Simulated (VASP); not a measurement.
Here is a VASP 6.6.1 calculation.

File INCAR:

```
PREC     = Accurate       # precision mode
ENCUT    = 400            # plane-wave cutoff, eV
EDIFF    = 1E-6           # SCF threshold, eV
ISMEAR   = -1             # smearing method
SIGMA    = 0.05           # smearing width, eV
LREAL    = F              # projectors in reciprocal space
LASPH    = T              # aspherical terms in the spheres
NELM     = 100            # most SCF steps
ALGO     = Fast           # electronic algorithm
ISIF     = 2              # what is computed and relaxed
LWAVE    = F              # write WAVECAR
LCHARG   = F              # write CHGCAR
GGA      = PE             # functional
```

The input KPOINTS:

```
Automatic mesh
0
Gamma
  6 6 6
```

The input POSCAR:

```
Al
1.0
    8.0800000000      0.0000000000      0.0000000000
    0.0000000000      8.0800000000      0.0000000000
    0.0000000000      0.0000000000      8.0800000000
Al
32
Direct
    0.0000000000      0.0000000000      0.0000000000
    0.0000000000      0.0000000000      0.5000000000
    0.0000000000      0.5000000000      0.0000000000
    0.0000000000      0.5000000000      0.5000000000
    0.5000000000      0.0000000000      0.0000000000
    0.5000000000      0.0000000000      0.5000000000
    0.5000000000      0.5000000000      0.0000000000
    0.5000000000      0.5000000000      0.5000000000
    0.0000000000      0.2500000000      0.2500000000
    0.0000000000      0.2500000000      0.7500000000
    0.0000000000      0.7500000000      0.2500000000
    0.0000000000      0.7500000000      0.7500000000
    0.5000000000      0.2500000000      0.2500000000
    0.5000000000      0.2500000000      0.7500000000
    0.5000000000      0.7500000000      0.2500000000
    0.5000000000      0.7500000000      0.7500000000
    0.2500000000      0.0000000000      0.2500000000
    0.2500000000      0.0000000000      0.7500000000
    0.2500000000      0.5000000000      0.2500000000
    0.2500000000      0.5000000000      0.7500000000
    0.7500000000      0.0000000000      0.2500000000
    0.7500000000      0.0000000000      0.7500000000
    0.7500000000      0.5000000000      0.2500000000
    0.7500000000      0.5000000000      0.7500000000
    0.2500000000      0.2500000000      0.0000000000
    0.2500000000      0.2500000000      0.5000000000
    0.2500000000      0.7500000000      0.0000000000
    0.2500000000      0.7500000000      0.5000000000
    0.7500000000      0.2500000000      0.0000000000
    0.7500000000      0.2500000000      0.5000000000
    0.7500000000      0.7500000000      0.0000000000
    0.7500000000      0.7500000000      0.5000000000
```

Potentials or basis: VASP PAW PBE potentials, release 64 (Al).

Command:

```console
$ cat potpaw_PBE.64/Al/POTCAR > POTCAR
$ mpirun -np 1 vasp_std > vasp.out
```

(1) Predict the pressure.

(2) Predict the band gap on the k mesh.

Results:

(1) -0.1 GPa.

(2) none (metal or under the smearing width).
